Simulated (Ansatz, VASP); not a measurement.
BeAl3: VASP beside Ansatz

The input INCAR:

```
SYSTEM = BeAl3
PREC     = Accurate       ! precision mode
ENCUT    = 520            ! plane-wave cutoff, eV
EDIFF    = 1E-7           ! SCF threshold, eV
ISMEAR   = -1             ! smearing method
SIGMA    = 0.05           ! smearing width, eV
LREAL    = .False.        ! projectors in reciprocal space
LASPH    = .True.         ! aspherical terms in the spheres
NELM     = 80             ! most SCF steps
ALGO     = Normal         ! electronic algorithm
ISIF     = 2              ! what is computed and relaxed
LWAVE    = .False.        ! write WAVECAR
LCHARG   = .True.         ! write CHGCAR
GGA      = PE             ! functional
LELF     = .True.         ! ELF
LVHAR    = .True.       
NBANDS   = 14             ! bands
```

Contents of KPOINTS:

```
Automatic mesh
0
Gamma
  10 10 10
  0 0 0
```

POSCAR

```
BeAl3
1.0
   -1.9421910000      1.9421910000      3.8518930000
    1.9421910000     -1.9421910000      3.8518930000
    1.9421910000      1.9421910000     -3.8518930000
Al Be
3 1
Direct
    0.5000000000      0.5000000000      0.0000000000
    0.2500000000      0.7500000000      0.5000000000
    0.7500000000      0.2500000000      0.5000000000
    0.0000000000      0.0000000000      0.0000000000
```

File input.yaml:

```yaml
crystal:
  lattice:
    - [-1.942191, 1.942191, 3.851893]
    - [1.942191, -1.942191, 3.851893]
    - [1.942191, 1.942191, -3.851893]
  atoms:
    - { symbol: Al, position: [0.5, 0.5, 0.0] }
    - { symbol: Al, position: [0.25, 0.75, 0.5] }
    - { symbol: Al, position: [0.75, 0.25, 0.5] }
    - { symbol: Be, position: [0.0, 0.0, 0.0] }
hamiltonian:
  xc: pbe
  pseudopotentials: { kind: paw }
kpoints:
  mp_grid: { grid: [10, 10, 10] }
scf:
  occupations: { method: fermi_dirac, width: 0.05 }
output:
  forces: true
  stress: true
  eigenvalues: true
```

The cell comes from a database or a generator and needn't be the stable form of this composition.

Alike in both runs: task single point; functional PBE; k mesh 10 × 10 × 10; occupations fermi-dirac, width 0.05 eV; no spin polarisation.

```csv
,VASP,Ansatz
version,VASP 6.6.1,Ansatz 0.2.0
potentials or method,"VASP PAW PBE potentials, release 64 (Al, Be)",Ansatz PAW
plane-wave cutoff (eV),520,420
valence electrons in the cell,11,11
```

```csv
,VASP,Ansatz,Ansatz less VASP
gap on the k mesh at the Fermi level (eV),none,none,-
pressure (GPa),0.7,0.7,+0.02
largest component of the traceless stress (GPa),0.61,0.61,+0.002
```

A gap of «none» marks a metal or a gap that the smearing closes.
